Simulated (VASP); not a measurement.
A VASP calculation is set up with these files.

POSCAR:
```
Nb
1
   -3.1180050000     3.1180050000     3.1180050000
    3.1180050000    -3.1180050000     3.1180050000
    3.1180050000     3.1180050000    -3.1180050000
Nb
1
Direct
  0.0000000000   0.0000000000   0.0000000000
```

INCAR:
```
SYSTEM = Nb
PREC = Accurate
ENCUT = 400
EDIFF = 1E-6
NELM = 100
ALGO = Normal
LREAL = .FALSE.
LASPH = .TRUE.
ISMEAR = 1
SIGMA = 0.1
GGA = PE
LMAXMIX = 4
LWAVE = .FALSE.
LCHARG = .FALSE.
ISIF = 2
```

KPOINTS:
```
Automatic mesh
0
Gamma
4 4 4
0 0 0
```

POTCAR, in this order: Nb_sv (PBE.64 set). Program: vasp_std.

The resulting files:

File standard output:
```
 POSCAR found type information on POSCAR Nb
 POSCAR found :  1 types and       1 ions
 Reading from existing POTCAR
 Reading from existing POTCAR
 LDA part: xc-table for (Slater+PW92), standard interpolation
 POSCAR, INCAR and KPOINTS ok, starting setup
 WAVECAR not read
 entering main loop
       N       E                     dE             d eps       ncg     rms          rms(c)
DAV:   1     0.330280282590E+02    0.33028E+02   -0.53179E+03   232   0.804E+02
DAV:   2     0.218255202306E+01   -0.30845E+02   -0.30348E+02   176   0.204E+02
DAV:   3    -0.172781991073E+01   -0.39104E+01   -0.36629E+01   318   0.383E+01
DAV:   4    -0.193784729216E+01   -0.21003E+00   -0.16601E+00   222   0.542E+00
DAV:   5    -0.196733193972E+01   -0.29485E-01   -0.26446E-01   286   0.198E+00    0.330E+00
DAV:   6    -0.151502957910E+01    0.45230E+00   -0.39885E+00   268   0.108E+01    0.172E+00
DAV:   7    -0.150332502344E+01    0.11705E-01   -0.20728E-01   256   0.402E+00    0.112E+00
DAV:   8    -0.152113185047E+01   -0.17807E-01   -0.43527E-02   198   0.170E+00    0.692E-01
DAV:   9    -0.152673386266E+01   -0.56020E-02   -0.57902E-03   224   0.489E-01    0.534E-01
DAV:  10    -0.153375564024E+01   -0.70218E-02   -0.56221E-02   160   0.129E+00    0.196E-01
DAV:  11    -0.153642979307E+01   -0.26742E-02   -0.36970E-03   188   0.624E-01    0.107E-01
DAV:  12    -0.153663889702E+01   -0.20910E-03   -0.34372E-03   160   0.394E-01    0.741E-02
DAV:  13    -0.153684967503E+01   -0.21078E-03   -0.10399E-03   184   0.239E-01    0.473E-02
DAV:  14    -0.153687746839E+01   -0.27793E-04   -0.47676E-04   160   0.150E-01    0.197E-02
DAV:  15    -0.153689340747E+01   -0.15939E-04   -0.56123E-05   186   0.694E-02    0.357E-03
DAV:  16    -0.153689432158E+01   -0.91411E-06   -0.50059E-06   256   0.154E-02
   1 F= -.15368943E+01 E0= -.15350191E+01  d E =-.562580E-02
```

**OUTCAR**
```
------------------------ aborting loop because EDIFF is reached ----------------------------------------
  FORCE on cell =-STRESS in cart. coord.  units (eV):
  Direction    XX          YY          ZZ          XY          YZ          ZX
  --------------------------------------------------------------------------------------
  Total       -2.2954109     -2.2954109     -2.2954109      0.0000000      0.0000000     -0.0000000
  in kB      -30.3305726    -30.3305726    -30.3305726      0.0000000      0.0000000     -0.0000000
  external PRESSURE =     -30.3305726 kB  Pullay stress =       0.0000000 kB
  volume of cell :      121.25
      direct lattice vectors                 reciprocal lattice vectors
    -3.118005000  3.118005000  3.118005000     0.000000000  0.160358947  0.160358947
     3.118005000 -3.118005000  3.118005000     0.160358947  0.000000000  0.160358947
     3.118005000  3.118005000 -3.118005000     0.160358947  0.160358947  0.000000000
 POSITION                                       TOTAL-FORCE (eV/Angst)
 -----------------------------------------------------------------------------------
      0.00000      0.00000      0.00000         0.000000      0.000000      0.000000
 -----------------------------------------------------------------------------------
    total drift:                               -0.000000     -0.000000      0.000000
  FREE ENERGIE OF THE ION-ELECTRON SYSTEM (eV)
  ---------------------------------------------------
  free  energy   TOTEN  =        -1.5368943216 eV

  energy  without entropy=       -1.5312685242  energy(sigma->0) =       -1.53501906
```
(Selected blocks of OUTCAR.)

### Question
The run ends quietly. Is anything wrong with it?

### Answer
The cause: the lattice was typed in bohr, and VASP reads ångström. The run ends without an error. Against the sound run, the energy per atom (σ→0) rises by 8.691 eV/atom; the pressure decreases by 3.57 GPa; the volume grows by 570 %. To mend it, correct POSCAR, correct KPOINTS.
**POSCAR**
```
Nb
1
   -1.6500000000     1.6500000000     1.6500000000
    1.6500000000    -1.6500000000     1.6500000000
    1.6500000000     1.6500000000    -1.6500000000
Nb
1
Direct
  0.0000000000   0.0000000000   0.0000000000
```
File KPOINTS:
```
Automatic mesh
0
Gamma
12 12 12
0 0 0
```
The mended run (PBE GGA, plane waves, VASP's PBE PAW potentials (set 64)) converges, and its OSZICAR ends with
```
   1 F= -.10225359E+02 E0= -.10225645E+02  d E =0.856554E-03
```

The compound is Nb in the bcc structure. The cell was not relaxed at this level.
